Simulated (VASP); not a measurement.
Calculation: PBEsol GGA, VASP's PBE PAW potentials (set 64) (plane waves; VASP).

A VASP calculation is set up with these files.

**KPOINTS**
```
Automatic mesh
0
Gamma
16 16 16
0 0 0
```

**POSCAR**
```
Ni
1
    0.0000000000     1.7600000000     1.7600000000
    1.7600000000     0.0000000000     1.7600000000
    1.7600000000     1.7600000000     0.0000000000
Ni
1
Direct
  0.0000000000   0.0000000000   0.0000000000
```

**INCAR**
```
SYSTEM = Ni
EDIFFG = -0.01
ISPIN = 2   # spin-polarised
LMAXMIX = 4
NELM = 100   # most electronic steps
ISMEAR = 1   # Methfessel-Paxton
GGA = PS
PREC = Accurate
LCHARG = .FALSE.
LORBIT = 10
ALGO = Normal
ISIF = 3
LASPH = .TRUE.
SIGMA = 0.1   # width (eV)
MAGMOM = 0.8
NSW = 60
IBRION = 2
LWAVE = .FALSE.
ENCUT = 480   # plane-wave cut-off (eV)
EDIFF = 1E-6   # SCF stop (eV)
LREAL = .FALSE.
```

POTCAR, in this order: Ni (PBE.64 set). Program: vasp_std.

The run wrote:

**OSZICAR**
```
       N       E                     dE             d eps       ncg     rms          rms(c)
DAV:   1     0.210266577137E+02    0.21027E+02   -0.46059E+03  5348   0.135E+03
DAV:   2    -0.695561223419E+01   -0.27982E+02   -0.26961E+02  5298   0.161E+02
DAV:   3    -0.733328050262E+01   -0.37767E+00   -0.37675E+00  6063   0.252E+01
DAV:   4    -0.733670880059E+01   -0.34283E-02   -0.34278E-02  6002   0.211E+00
DAV:   5    -0.733679470892E+01   -0.85908E-04   -0.85908E-04  5996   0.285E-01    0.106E+01
DAV:   6    -0.653620543523E+01    0.80059E+00   -0.20131E+01  5464   0.734E+01    0.641E+00
DAV:   7    -0.613810113410E+01    0.39810E+00   -0.34461E+00  5504   0.282E+01    0.180E+00
DAV:   8    -0.612205447767E+01    0.16047E-01   -0.18868E-02  7608   0.154E+00    0.924E-01
DAV:   9    -0.611912712280E+01    0.29274E-02   -0.17994E-03  7598   0.391E-01    0.266E-01
DAV:  10    -0.611828470932E+01    0.84241E-03   -0.90066E-04  7550   0.248E-01    0.340E-02
DAV:  11    -0.611827857257E+01    0.61367E-05   -0.22734E-05  6557   0.497E-02    0.294E-02
DAV:  12    -0.611827991278E+01   -0.13402E-05   -0.12392E-06  2949   0.118E-02    0.644E-03
DAV:  13    -0.611827974089E+01    0.17189E-06   -0.17348E-07  2668   0.554E-03
   1 F= -.61182797E+01 E0= -.61184453E+01  d E =-.611828E+01  mag=     0.5936
       N       E                     dE             d eps       ncg     rms          rms(c)
DAV:   1    -0.796506816194E+01   -0.18468E+01   -0.29556E+01  5443   0.896E+01    0.118E+01
DAV:   2    -0.656344204636E+01    0.14016E+01   -0.23255E+01  5428   0.813E+01    0.507E+00
DAV:   3    -0.615859635945E+01    0.40485E+00   -0.31235E+00  5411   0.283E+01    0.184E+00
DAV:   4    -0.612445187919E+01    0.34144E-01   -0.23171E-02  6378   0.134E+00    0.959E-01
DAV:   5    -0.611486553596E+01    0.95863E-02   -0.11718E-02  6775   0.877E-01    0.445E-01
DAV:   6    -0.611491199607E+01   -0.46460E-04   -0.98585E-04  5985   0.349E-01    0.130E-01
DAV:   7    -0.611489572648E+01    0.16270E-04   -0.52268E-05  6471   0.101E-01    0.339E-02
DAV:   8    -0.611489242434E+01    0.33021E-05   -0.22376E-06  5131   0.174E-02    0.643E-03
DAV:   9    -0.611489164031E+01    0.78402E-06   -0.23869E-07  2645   0.564E-03
   2 F= -.61148916E+01 E0= -.61149281E+01  d E =0.338810E-02  mag=     0.5769
       N       E                     dE             d eps       ncg     rms          rms(c)
DAV:   1    -0.663576842811E+01   -0.52088E+00   -0.82790E+00  5411   0.514E+01    0.596E+00
DAV:   2    -0.629510916757E+01    0.34066E+00   -0.75339E+00  5461   0.402E+01    0.301E+00
DAV:   3    -0.614781955903E+01    0.14729E+00   -0.10864E+00  5409   0.172E+01    0.105E+00
DAV:   4    -0.613800227364E+01    0.98173E-02   -0.64726E-03  5756   0.799E-01    0.544E-01
DAV:   5    -0.613653398555E+01    0.14683E-02   -0.35653E-03  6942   0.483E-01    0.118E-01
DAV:   6    -0.613652845757E+01    0.55280E-05   -0.52219E-05  5930   0.998E-02    0.643E-02
DAV:   7    -0.613654509797E+01   -0.16640E-04   -0.72951E-06  5714   0.370E-02    0.230E-02
DAV:   8    -0.613654541701E+01   -0.31905E-06   -0.18258E-06  2922   0.174E-02
   3 F= -.61365454E+01 E0= -.61366216E+01  d E =-.182657E-01  mag=     0.5859
```

OUTCAR:
```
------------------------ aborting loop because EDIFF is reached ----------------------------------------
  FORCE on cell =-STRESS in cart. coord.  units (eV):
  Direction    XX          YY          ZZ          XY          YZ          ZX
  --------------------------------------------------------------------------------------
  Total       -0.0083525     -0.0083525     -0.0083525     -0.0000000      0.0000000      0.0000000
  in kB       -1.2907173     -1.2907173     -1.2907173     -0.0000000      0.0000000      0.0000000
  external PRESSURE =      -1.2907173 kB  Pullay stress =       0.0000000 kB
  volume of cell :       10.37
      direct lattice vectors                 reciprocal lattice vectors
    -0.000000000  1.730704023  1.730704023    -0.288899773  0.288899773  0.288899773
     1.730704023  0.000000000  1.730704023     0.288899773 -0.288899773  0.288899773
     1.730704023  1.730704023  0.000000000     0.288899773  0.288899773 -0.288899773
 POSITION                                       TOTAL-FORCE (eV/Angst)
 -----------------------------------------------------------------------------------
      0.00000      0.00000      0.00000         0.000000     -0.000000      0.000000
 -----------------------------------------------------------------------------------
    total drift:                                0.000000     -0.000000      0.000000
  FREE ENERGIE OF THE ION-ELECTRON SYSTEM (eV)
  ---------------------------------------------------
  free  energy   TOTEN  =        -6.1365454170 eV

  energy  without entropy=       -6.1367738605  energy(sigma->0) =       -6.13662156

 total charge

# of ion       s       p       d       tot
------------------------------------------
    1        0.521   0.547   8.337   9.404

 magnetization (x)

# of ion       s       p       d       tot
------------------------------------------
    1       -0.007  -0.024   0.622   0.591

 reached required accuracy - stopping structural energy minimisation
```
(Selected blocks of OUTCAR.)

File CONTCAR:
```
Ni
   1.00000000000000
    -0.0000000000000000    1.7307040230366906    1.7307040230366906
     1.7307040230366906    0.0000000000000000    1.7307040230366906
     1.7307040230366906    1.7307040230366906    0.0000000000000000
  Ni
     1
Direct
     0.0000000000000000    0.0000000000000000    0.0000000000000000
```

### OUTCAR
```
 val. band max:        9.8933855293   @ k =  -0.3750   0.2500   0.0625

 cond. band min:       9.8993437527   @ k =   0.3750   0.1875   0.0000


 Fermi energy:         9.8955341566

 spin component 1

 k-point     1 :       0.0000    0.0000    0.0000
  band No.  band energies     occupation
      1       0.4855      1.00000
      2       7.3553      1.00000
      3       7.3553      1.00000
      4       7.3553      1.00000
      5       8.6112      1.00000
      6       8.6112      1.00000
      7      33.9892      0.00000
      8      38.2118      0.00000
      9      38.2119      0.00000

 k-point     2 :       0.0625    0.0000    0.0000
  band No.  band energies     occupation
      1       0.6439      1.00000
      2       7.3121      1.00000
      3       7.3920      1.00000
      4       7.3920      1.00000
      5       8.5952      1.00000
      6       8.5952      1.00000
      7      33.5235      0.00000
      8      36.3579      0.00000
      9      37.8640      0.00000

 k-point     3 :       0.1250    0.0000    0.0000
  band No.  band energies     occupation
      1       1.1101      1.00000
      2       7.1986      1.00000
      3       7.4845      1.00000
      4       7.4845      1.00000
      5       8.5648      1.00000
      6       8.5648      1.00000
      7      31.2300      0.00000
      8      35.1458      0.00000
      9      37.2100      0.00000

 k-point     4 :       0.1875    0.0000    0.0000
  band No.  band energies     occupation
      1       1.8512      1.00000
      2       7.0634      1.00000
      3       7.5763      1.00000
      4       7.5763      1.00000
      5       8.5736      1.00000
      6       8.5736      1.00000
      7      28.0066      0.00000
      8      34.6833      0.00000
      9      36.5924      0.00000

 k-point     5 :       0.2500    0.0000    0.0000
  band No.  band energies     occupation
      1       2.7892      1.00000
...
```

Energy and stress use the plane-wave basis of the starting cell.

The compound is Ni in the fcc structure. This run relaxes it. Symmetry was kept, so distortions that lower it aren't found.
